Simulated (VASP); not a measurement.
Output of a VASP run:

**OUTCAR**
```
 ion  position               nearest neighbor table
   1  0.000  0.000  0.000-   2 2.27   2 2.27   2 2.27   2 2.27   2 2.27   2 2.27
   2  0.500  0.500  0.500-   1 2.27   1 2.27   1 2.27   1 2.27   1 2.27   1 2.27
  LATTYP: Found a face centered cubic cell.
 ALAT       =     4.5332730594
 Subroutine PRICEL returns:
 Original cell was already a primitive cell.
 Subroutine GETGRP returns: Found 48 space group operations
The static configuration has the point symmetry O_h .
The dynamic configuration has the point symmetry O_h .
 Subroutine INISYM returns: Found 48 space group operations
 Subroutine IBZKPT returns following result:
 Found     84 irreducible k-points:

 Following reciprocal coordinates:
            Coordinates               Weight
  0.000000  0.000000  0.000000      1.000000
  0.076923  0.000000  0.000000      8.000000
  0.153846  0.000000  0.000000      8.000000
  0.230769  0.000000  0.000000      8.000000
  0.307692  0.000000  0.000000      8.000000
  0.384615  0.000000  0.000000      8.000000
  0.461538  0.000000  0.000000      8.000000
  0.076923  0.076923  0.000000      6.000000
  0.153846  0.076923  0.000000     24.000000
  0.230769  0.076923  0.000000     24.000000
  0.307692  0.076923  0.000000     24.000000
  0.384615  0.076923  0.000000     24.000000
  0.461538  0.076923  0.000000     24.000000
 -0.461538  0.076923  0.000000     24.000000
 -0.384615  0.076923  0.000000     24.000000
 -0.307692  0.076923  0.000000     24.000000
 -0.230769  0.076923  0.000000     24.000000
 -0.153846  0.076923  0.000000     24.000000
 -0.076923  0.076923  0.000000     12.000000
  0.153846  0.153846  0.000000      6.000000
  0.230769  0.153846  0.000000     24.000000
  0.307692  0.153846  0.000000     24.000000
  0.384615  0.153846  0.000000     24.000000
  0.461538  0.153846  0.000000     24.000000
 -0.461538  0.153846  0.000000     24.000000
 -0.384615  0.153846  0.000000     24.000000
 -0.307692  0.153846  0.000000     24.000000
 -0.230769  0.153846  0.000000     24.000000
 -0.153846  0.153846  0.000000     12.000000
  0.230769  0.230769  0.000000      6.000000
  0.307692  0.230769  0.000000     24.000000
  0.384615  0.230769  0.000000     24.000000
  0.461538  0.230769  0.000000     24.000000
 -0.461538  0.230769  0.000000     24.000000
 -0.384615  0.230769  0.000000     24.000000
 -0.307692  0.230769  0.000000     24.000000
 -0.230769  0.230769  0.000000     12.000000
  0.307692  0.307692  0.000000      6.000000
  0.384615  0.307692  0.000000     24.000000
  0.461538  0.307692  0.000000     24.000000
   k-points           NKPTS =     84   k-points in BZ     NKDIM =     84   number of bands    NBANDS=     10
   number of dos      NEDOS =    301   number of ions     NIONS =      2
   total plane-waves  NPLWV =  13824
   dimension x,y,z NGX =    24 NGY =   24 NGZ =   24
   dimension x,y,z NGXF=    48 NGYF=   48 NGZF=   48
   ions per type =               1   1
   PREC   = accura    normal or accurate (medium, high low for compatibility)
   ISTART =      0    job   : 0-new  1-cont  2-samecut
   ICHARG =      2    charge: 1-file 2-atom 10-const
   ISPIN  =      1    spin polarized calculation?
   LNONCOLLINEAR =      F non collinear calculations
   LSORBIT =      F    spin-orbit coupling
   INIWAV =      1    electr: 0-lowe 1-rand  2-diag
   ENCUT  =  520.0 eV  38.22 Ry    6.18 a.u.   5.96  5.96  5.96*2*pi/ulx,y,z
   NELM   =    100;   NELMIN=  2; NELMDL= -5     # of ELM steps
   EDIFF  = 0.1E-05   stopping-criterion for ELM
   LREAL  =      F    real-space projection
   NLSPLINE    = F    spline interpolate recip. space projectors
   LMAXMIX     =    6 max onsite mixed and CHGCAR
   VOSKOWN=      0    Vosko Wilk Nusair interpolation
   EDIFFG = -.1E-01   stopping-criterion for IOM
   NSW    =     60    number of steps for IOM
   NBLOCK =      1;   KBLOCK =     60    inner block; outer block
   IBRION =      2    ionic relax: 0-MD 1-quasi-New 2-CG
...
```

### OSZICAR
```
       N       E                     dE             d eps       ncg     rms          rms(c)
DAV:   1     0.487879834128E+02    0.48788E+02   -0.63798E+03  1728   0.114E+03
DAV:   2    -0.119764438558E+02   -0.60764E+02   -0.57720E+02  1894   0.219E+02
DAV:   3    -0.133854876927E+02   -0.14090E+01   -0.13589E+01  1938   0.324E+01
DAV:   4    -0.133952765760E+02   -0.97889E-02   -0.97823E-02  1848   0.280E+00
DAV:   5    -0.133953465647E+02   -0.69989E-04   -0.69988E-04  1914   0.263E-01    0.164E+01
DAV:   6    -0.123028961483E+02    0.10925E+01   -0.91077E+00  1756   0.248E+01    0.662E+00
DAV:   7    -0.122220477773E+02    0.80848E-01   -0.49459E-01  1734   0.709E+00    0.422E+00
DAV:   8    -0.122074487335E+02    0.14599E-01   -0.12240E-02  1924   0.109E+00    0.458E-01
DAV:   9    -0.122069310747E+02    0.51766E-03   -0.19367E-03  1786   0.370E-01    0.659E-02
DAV:  10    -0.122069444002E+02   -0.13326E-04   -0.13949E-04  1820   0.958E-02    0.228E-02
DAV:  11    -0.122069422553E+02    0.21449E-05   -0.24772E-06  1474   0.131E-02    0.542E-03
DAV:  12    -0.122069418632E+02    0.39208E-06   -0.79511E-07   932   0.677E-03
   1 F= -.12206942E+02 E0= -.12207080E+02  d E =-.122069E+02
       N       E                     dE             d eps       ncg     rms          rms(c)
DAV:   1    -0.122108752011E+02   -0.39329E-02   -0.76945E-02  1736   0.307E+00    0.473E-01
DAV:   2    -0.122070539220E+02    0.38213E-02   -0.24422E-02  1764   0.143E+00    0.154E-01
DAV:   3    -0.122068636637E+02    0.19026E-03   -0.65911E-04  1768   0.237E-01    0.891E-02
DAV:   4    -0.122068246908E+02    0.38973E-04   -0.23068E-04  1836   0.112E-01    0.194E-02
DAV:   5    -0.122068224771E+02    0.22138E-05   -0.10822E-05  1758   0.253E-02    0.158E-02
DAV:   6    -0.122068238399E+02   -0.13628E-05   -0.11854E-06  1056   0.992E-03    0.446E-04
DAV:   7    -0.122068238444E+02   -0.44923E-08   -0.60513E-08   874   0.250E-03
   2 F= -.12206824E+02 E0= -.12206960E+02  d E =0.118019E-03
       N       E                     dE             d eps       ncg     rms          rms(c)
DAV:   1    -0.122084768805E+02   -0.16530E-02   -0.27165E-02  1728   0.182E+00    0.277E-01
DAV:   2    -0.122071253881E+02    0.13515E-02   -0.85690E-03  1760   0.849E-01    0.944E-02
DAV:   3    -0.122070571369E+02    0.68251E-04   -0.22968E-04  1784   0.140E-01    0.551E-02
DAV:   4    -0.122070397063E+02    0.17431E-04   -0.80784E-05  1838   0.664E-02    0.116E-02
DAV:   5    -0.122070391553E+02    0.55100E-06   -0.52170E-06  1756   0.171E-02
   3 F= -.12207039E+02 E0= -.12207176E+02  d E =-.972921E-04
```

File OUTCAR:
```
------------------------ aborting loop because EDIFF is reached ----------------------------------------
  FORCE on cell =-STRESS in cart. coord.  units (eV):
  Direction    XX          YY          ZZ          XY          YZ          ZX
  --------------------------------------------------------------------------------------
  Total       -0.0016510     -0.0016510     -0.0016510      0.0000000      0.0000000      0.0000000
  in kB       -0.1138466     -0.1138466     -0.1138466      0.0000000      0.0000000      0.0000000
  external PRESSURE =      -0.1138466 kB  Pullay stress =       0.0000000 kB
  volume of cell :       23.23
      direct lattice vectors                 reciprocal lattice vectors
    -0.000000000  2.264839293  2.264839293    -0.220766216  0.220766216  0.220766216
     2.264839293 -0.000000000  2.264839293     0.220766216 -0.220766216  0.220766216
     2.264839293  2.264839293  0.000000000     0.220766216  0.220766216 -0.220766216
 POSITION                                       TOTAL-FORCE (eV/Angst)
 -----------------------------------------------------------------------------------
      0.00000      0.00000      0.00000         0.000000      0.000000      0.000000
      2.26484      2.26484      2.26484        -0.000000     -0.000000     -0.000000
 -----------------------------------------------------------------------------------
    total drift:                                0.000000     -0.000000     -0.000000
  FREE ENERGIE OF THE ION-ELECTRON SYSTEM (eV)
  ---------------------------------------------------
  free  energy   TOTEN  =       -12.2070391553 eV

  energy  without entropy=      -12.2074510729  energy(sigma->0) =      -12.20717646

 reached required accuracy - stopping structural energy minimisation
```
(Selected blocks of OUTCAR.)

### POSCAR
```
PtB
1
   -0.0000000000     2.2666365297     2.2666365297
    2.2666365297     0.0000000000     2.2666365297
    2.2666365297     2.2666365297    -0.0000000000
Pt B
1 1
Direct
  0.0000000000   0.0000000000   0.0000000000
  0.5000000000   0.5000000000   0.5000000000
```

Problem. Reconstruct the remaining input files.

Solution. Several could match; the one computed here: the input of the run itself, PBE GGA, plane waves, VASP's PBE PAW potentials (set 64).

KPOINTS:
```
Automatic mesh
0
Gamma
13 13 13
0 0 0
```

### INCAR
```
ALGO = Normal
EDIFF = 1E-6
EDIFFG = -0.01
ENCUT = 520
GGA = PE
IBRION = 2
ISIF = 3
ISMEAR = 1
LASPH = .TRUE.
LCHARG = .FALSE.
LMAXMIX = 6
LREAL = .FALSE.
LWAVE = .FALSE.
NELM = 100
NSW = 60
PREC = Accurate
SIGMA = 0.1
SYSTEM = PtB
```

POTCAR, in this order: Pt B (PBE.64 set). Program: vasp_std.

The structure was generated: PtB was put into the rock salt type (Fm-3m), which need not be its known phase. This run relaxes it. Symmetry was kept, so distortions that lower it aren't found. The start is the result of an earlier pass. The electron count is odd and the run is not spin-polarised, which forces a metal.
